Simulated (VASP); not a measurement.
A VASP calculation is set up with these files.

**KPOINTS**
```
Automatic mesh
0
Gamma
13 13 4
0 0 0
```

**POSCAR**
```
NbAl
1.0
  2.9445618335   0.0000000000   0.0000000000
 -1.4722809167   2.5500653971   0.0000000000
  0.0000000000   0.0000000000   9.2566188584
Nb Al
2 2
Cart
  0.0000000000   0.0000000000   0.0000000000
  0.0000000000   0.0000000000   4.6283094292
 -0.0000014722   1.7000444481   2.3141547146
  1.4722823890   0.8500209490   6.9424641438
```

INCAR:
```
SYSTEM = NbAl
PREC = Accurate; ENCUT = 400; LREAL = .FALSE.
LASPH = .TRUE.
EDIFF = 1E-7; NELM = 100; ALGO = Normal
LMAXMIX = 4
ISMEAR = -5
GGA = PE
ISIF = 2
LWAVE = .FALSE.; LCHARG = .TRUE.; LORBIT = 11
NEDOS = 601
LEFG = .TRUE.
```

POTCAR, in this order: Nb_sv Al (PBE.64 set). Program: vasp_std.

### Question
Write an equivalent input for Ansatz.

### Answer
One equivalent input (not run):
Ansatz 0.2 input:
```yaml
crystal:
  lattice:
    - [2.9445618, 0.0000000, 0.0000000]
    - [-1.4722809, 2.5500654, 0.0000000]
    - [0.0000000, 0.0000000, 9.2566189]
  atoms:
    - { symbol: Nb, position: [0.0000000, 0.0000000, 0.0000000] }
    - { symbol: Nb, position: [0.0000000, 0.0000000, 0.5000000] }
    - { symbol: Al, position: [0.3333330, 0.6666670, 0.2500000] }
    - { symbol: Al, position: [0.6666670, 0.3333330, 0.7500000] }
kpoints:
  mp_grid: { grid: [13, 13, 4] }
hamiltonian:
  xc: pbe
  pseudopotentials: { kind: paw }
scf:
  occupations: { method: tetrahedron }
  max_iter: 100
output: { forces: true, stress: true, eigenvalues: true }
```
The two are equivalent in intent, not identical: each code has its own PAW files, so the cut-off isn't converted (ENCUT is set for VASP's; basis.ecutwfc is left out, and Ansatz then takes the one that its files recommend); Ansatz stops its SCF on the density residual and VASP on the energy change (EDIFF); the field gradients of LEFG aren't asked of the other code.

The structure was generated: NbAl was put into the NiAs type type (P6_3/mmc), which need not be its known phase. It was relaxed first, which changed the volume by -38 %.
